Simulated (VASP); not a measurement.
# BN (Qingsongite): exact exchange and RPA correlation, part 2 of 2

Aim: total energies of BN (Qingsongite) from exact exchange and RPA correlation, beside cheaper functionals. The scan starts from a database cell, scaled to the smallest volume of the series. The cell is of the zinc-blende type, one of the forms listed for this formula. The start is a cell from a database of measured crystal structures.

VASP 6.6.1, plane waves and PAW; the level of theory is named at each step.

So far. Step 26 (RPA correlation, volume ratio 1.03): Extrapolated by the program to an infinite response cutoff, the correlation energy is -6.6945 eV an atom, -17 meV against the point before. With exact exchange the total is -21.4465 eV an atom. Step 27 (Comparison: r2SCAN, volume ratio 1.03): Its energy is -9.5676 eV an atom, on a zero of its own.

### 28. Orbitals for comparison: HSE06, volume ratio 1.03

This step: PBE; plane waves and PAW (N_GW, B_GW) (VASP 6.6.1).

The input, INCAR:

```
SYSTEM = BN
PREC = Accurate
ENCUT = 470
EDIFF = 1E-05
NELM = 100
ISMEAR = 0
SIGMA = 0.05
LREAL = .FALSE.
ALGO = Normal
GGA = PE
NBANDS = 10
LORBIT = 11
LWAVE = .TRUE.
LCHARG = .FALSE.
KPAR = 8
```

The input, POSCAR:

```
BN
1.0
    0.0000000000      1.8253972035      1.8253972035
    1.8253972035      0.0000000000      1.8253972035
    1.8253972035      1.8253972035      0.0000000000
N B
1 1
Direct
    0.7500000000      0.7500000000      0.7500000000
    0.0000000000      0.0000000000      0.0000000000
```

The input, KPOINTS:

```
Automatic mesh
0
Gamma
6 6 6
0 0 0
```

Potentials, in the order of the species: N_GW and B_GW (PBE family, release 64).

Started as:

```console
> mpirun -np 8 vasp_std
```

Run time: 1 s. Hardware: 8 MPI ranks of AMD EPYC 9R45, shared host; peak memory 0.73 GiB; 3.2 s of CPU time.

The run ends at a pressure of -9.50 GPa.

### 29. Comparison: HSE06, volume ratio 1.03

This step: HSE06; plane waves and PAW (N_GW, B_GW) (VASP 6.6.1).

The input, INCAR:

```
SYSTEM = BN
PREC = Accurate
ENCUT = 470
EDIFF = 1E-06
NELM = 100
ISMEAR = 0
SIGMA = 0.05
LREAL = .FALSE.
ALGO = Normal
LHFCALC = .TRUE.
AEXX = 0.25
GGA = PE
HFSCREEN = 0.2
LASPH = .TRUE.
NBANDS = 10
PRECFOCK = Fast
LWAVE = .FALSE.
LCHARG = .FALSE.
KPAR = 8
```

POSCAR is that of step 28.

KPOINTS is that of step 28.

The run starts from files that an earlier step left in the folder.

Started as:

```console
> mpirun -np 8 vasp_std
```

Run time: 10 s. Hardware: 8 MPI ranks; peak memory 1.5 GiB.

Its energy is -10.1748 eV an atom, on a zero of its own.

### 30. Orbitals, volume ratio 1.06

This step: PBE; plane waves and PAW (N_GW, B_GW) (VASP 6.6.1).

The same chain follows at a volume ratio of 1.06.

The input, INCAR:

```
SYSTEM = BN
PREC = Accurate
ENCUT = 470
EDIFF = 1E-08
NELM = 100
ISMEAR = 0
SIGMA = 0.05
LREAL = .FALSE.
ALGO = Normal
GGA = PE
NBANDS = 10
LORBIT = 11
LWAVE = .TRUE.
LCHARG = .FALSE.
KPAR = 8
```

The input, POSCAR:

```
BN
1.0
    0.0000000000      1.8429501765      1.8429501765
    1.8429501765      0.0000000000      1.8429501765
    1.8429501765      1.8429501765      0.0000000000
N B
1 1
Direct
    0.7500000000      0.7500000000      0.7500000000
    0.0000000000      0.0000000000      0.0000000000
```

KPOINTS is that of step 29.

Started as:

```console
> mpirun -np 8 vasp_std
```

Wall time 1 s (8 MPI ranks); peak memory 0.74 GiB; 4 s of CPU time.

The printed pressure carries a basis-set error: in the mean of the scan, the starting functional's lies 2.2 GPa under the slope of its energy curve.

### 31. Exact exchange, volume ratio 1.06

This step: Hartree-Fock energy on PBE orbitals; plane waves and PAW (N_GW, B_GW) (VASP 6.6.1).

The input, INCAR:

```
SYSTEM = BN
PREC = Accurate
ENCUT = 470
ISMEAR = 0
SIGMA = 0.05
LREAL = .FALSE.
GGA = PE
NBANDS = 10
ALGO = Eigenval
NELM = 1
LHFCALC = .TRUE.
AEXX = 1
ALDAC = 0
AGGAC = 0
PRECFOCK = Normal
LWAVE = .FALSE.
LCHARG = .FALSE.
```

POSCAR is that of step 30.

KPOINTS is that of step 30.

The run starts from files that an earlier step left in the folder.

Started as:

```console
> mpirun -np 8 vasp_std
```

Run time: 5.6 s. Hardware: 8 MPI ranks; peak memory 0.66 GiB.

The Hartree-Fock energy on these orbitals is -14.7226 eV an atom.

### 32. Empty bands, volume ratio 1.06

This step: PBE; plane waves and PAW (N_GW, B_GW) (VASP 6.6.1).

The input, INCAR:

```
SYSTEM = BN
PREC = Accurate
ENCUT = 470
ISMEAR = 0
SIGMA = 0.05
LREAL = .FALSE.
GGA = PE
NBANDS = 296
ALGO = Exact
NELM = 1
LWAVE = .TRUE.
LCHARG = .FALSE.
LOPTICS = .TRUE.
NEDOS = 1000
CSHIFT = 0.1
```

POSCAR is that of step 31.

KPOINTS is that of step 31.

Started as:

```console
> mpirun -np 8 vasp_std
```

It took 1.8 s on 8 MPI ranks; peak memory 0.72 GiB; 9.4 s of CPU time.

WAVECAR now holds 296 bands for 8 electrons.

### 33. RPA correlation, volume ratio 1.06

This step: RPA correlation on PBE orbitals; plane waves and PAW (N_GW, B_GW) (VASP 6.6.1).

The input, INCAR:

```
SYSTEM = BN
PREC = Accurate
ENCUT = 470
ISMEAR = 0
SIGMA = 0.05
LREAL = .FALSE.
GGA = PE
NBANDS = 296
ALGO = ACFDT
ENCUTGW = 200
NOMEGA = 12
PRECFOCK = Fast
LWAVE = .FALSE.
LCHARG = .FALSE.
```

POSCAR is that of step 32.

KPOINTS is that of step 32.

Started as:

```console
> mpirun -np 8 vasp_std
```

Wall time 26 s (8 MPI ranks); peak memory 1.2 GiB.

Extrapolated by the program to an infinite response cutoff, the correlation energy is -6.7106 eV an atom, -16 meV against the point before. With exact exchange the total is -21.4332 eV an atom.

### 34. Comparison: r2SCAN, volume ratio 1.06

This step: r2SCAN; plane waves and PAW (N_GW, B_GW) (VASP 6.6.1).

The input, INCAR:

```
SYSTEM = BN
PREC = Accurate
ENCUT = 470
EDIFF = 1E-06
NELM = 100
ISMEAR = 0
SIGMA = 0.05
LREAL = .FALSE.
ALGO = Normal
METAGGA = R2SCAN
LASPH = .TRUE.
NBANDS = 10
LWAVE = .FALSE.
LCHARG = .FALSE.
KPAR = 8
```

POSCAR is that of step 33.

KPOINTS is that of step 33.

Started as:

```console
> mpirun -np 8 vasp_std
```

The job ended after 2.8 s (8 MPI ranks; peak memory 0.75 GiB).

Its energy is -9.5483 eV an atom, on a zero of its own.

### 35. Orbitals for comparison: HSE06, volume ratio 1.06

This step: PBE; plane waves and PAW (N_GW, B_GW) (VASP 6.6.1).

The input, INCAR:

```
SYSTEM = BN
PREC = Accurate
ENCUT = 470
EDIFF = 1E-05
NELM = 100
ISMEAR = 0
SIGMA = 0.05
LREAL = .FALSE.
ALGO = Normal
GGA = PE
NBANDS = 10
LORBIT = 11
LWAVE = .TRUE.
LCHARG = .FALSE.
KPAR = 8
```

POSCAR is that of step 34.

KPOINTS is that of step 34.

Started as:

```console
> mpirun -np 8 vasp_std
```

Wall time 1 s (8 MPI ranks); peak memory 0.73 GiB.

The run ends at a pressure of -18.87 GPa.

### 36. Comparison: HSE06, volume ratio 1.06

This step: HSE06; plane waves and PAW (N_GW, B_GW) (VASP 6.6.1).

The input, INCAR:

```
SYSTEM = BN
PREC = Accurate
ENCUT = 470
EDIFF = 1E-06
NELM = 100
ISMEAR = 0
SIGMA = 0.05
LREAL = .FALSE.
ALGO = Normal
LHFCALC = .TRUE.
AEXX = 0.25
GGA = PE
HFSCREEN = 0.2
LASPH = .TRUE.
NBANDS = 10
PRECFOCK = Fast
LWAVE = .FALSE.
LCHARG = .FALSE.
KPAR = 8
```

POSCAR is that of step 35.

KPOINTS is that of step 35.

The run starts from files that an earlier step left in the folder.

Started as:

```console
> mpirun -np 8 vasp_std
```

Elapsed: 11 s, on 8 MPI ranks; peak memory 1.4 GiB; 81 s of CPU time.

Its energy is -10.1504 eV an atom, on a zero of its own.

### 37. Summary

This step: exact exchange and RPA correlation on PBE orbitals, beside r2SCAN, beside HSE06; plane waves and PAW (VASP 6.6.1).

This step runs nothing: it gathers the runs above.

Numbers from this step:

- equilibrium volume, EXX+RPA: 5.987 Å³/atom
- bulk modulus: 396.8 GPa

The energy above the lowest point by volume; values in meV/atom:

| volume (Å³/atom) | PBE | EXX | EXX+RPA | r2SCAN | HSE06 |
| --- | --- | --- | --- | --- | --- |
| 5.551 | 35.1 | 12.0 | 39.6 | 24.8 | 14.4 |
| 5.728 | 10.3 | 0 | 12.4 | 5.07 | 0 |
| 5.905 | 0 | 3.52 | 0.164 | 0 | 0.168 |
| 6.082 | 1.76 | 20.1 | 0 | 6.97 | 12.3 |
| 6.260 | 15.8 | 49.5 | 13.4 | 26.2 | 36.7 |

Cost is wall time times ranks on a shared host; the EXX and RPA rows hold the orbitals run too, the hybrid row not its starting run, and runs of a few seconds are mostly start-up. Fits of the equation of state:

| level | V0 (Å³/atom) | B0 (GPa) | fit error (meV/atom) | minimum inside the series | cost a point (core minutes) |
| --- | --- | --- | --- | --- | --- |
| PBE | 5.962 | 378.6 | 0.1501 | yes | 0.14 |
| EXX | 5.777 | 432.8 | 0.114 | yes | 0.9 |
| EXX+RPA | 5.987 | 396.8 | 0.2251 | yes | 4.12 |
| r2SCAN | 5.889 | 388.7 | 0.1467 | yes | 0.36 |
| HSE06 | 5.819 | 396.5 | 0.1438 | yes | 1.4 |

### 38. Results

| Quantity | Value |
| --- | --- |
| PBE | V0 5.962 Å³/atom, B0 379 GPa |
| EXX | V0 5.777 Å³/atom, B0 433 GPa |
| EXX+RPA | V0 5.987 Å³/atom, B0 397 GPa |
| r2SCAN | V0 5.889 Å³/atom, B0 389 GPa |
| HSE06 | V0 5.819 Å³/atom, B0 396 GPa |

Exact exchange with RPA correlation puts the minimum at 5.987 Å³ an atom, with a bulk modulus of 397 GPa. PBE puts the volume 0.42 % below EXX+RPA, at roughly 1/29 of its cost. r2SCAN puts the volume 1.6 % below EXX+RPA, at roughly 1/11 of its cost. HSE06 puts the volume 2.8 % below EXX+RPA, at roughly 1/3 of its cost. Correlation widens the exact-exchange volume by 3.6 %. Mesh, ENCUT and response cutoff weren't varied, and the extrapolation in the response cutoff changes with the volume, so small differences in volume between the levels aren't resolved. Exact exchange and correlation are taken on one coarse mesh and aren't self-consistent; the correlation energy is extrapolated in the response cutoff by the program, which at the first volume adds -687 meV an atom to the value at the highest cutoff and varies with the volume; a small fit error says nothing about that part. NBANDS follows the largest plane-wave count of any k point, which rises in steps with the volume. The cheaper functionals share the mesh, and the fits are third-order Birch-Murnaghan curves. The printed pressures lie 2.2 GPa under the slope of the PBE energy curve, so ENCUT isn't converged for this cell and volumes and moduli carry an error from it. Not tabulated here, as repeats of values shown or as unfit to read for their mesh, reference level or band range: eps2 curves (empty bands); eps1 curves and static values (empty bands); gaps (empty bands).

[Lines on the potential files, build, host, timing and source positions are cut from VASP's logs without a mark.]

[Logs are printed without paths, hosts, clocks, repeated set-up lines and the standing remarks that a program may print on its own settings, such as how far it seeks lower states.]

[Hosts, paths, dates, database ids (printed as entryN), source tags and the programs' standing remarks are cut or masked in the printed files.]

[Pressures printed for these runs are not shown converged in the cutoff: they can be off by several GPa and have the wrong sign.]
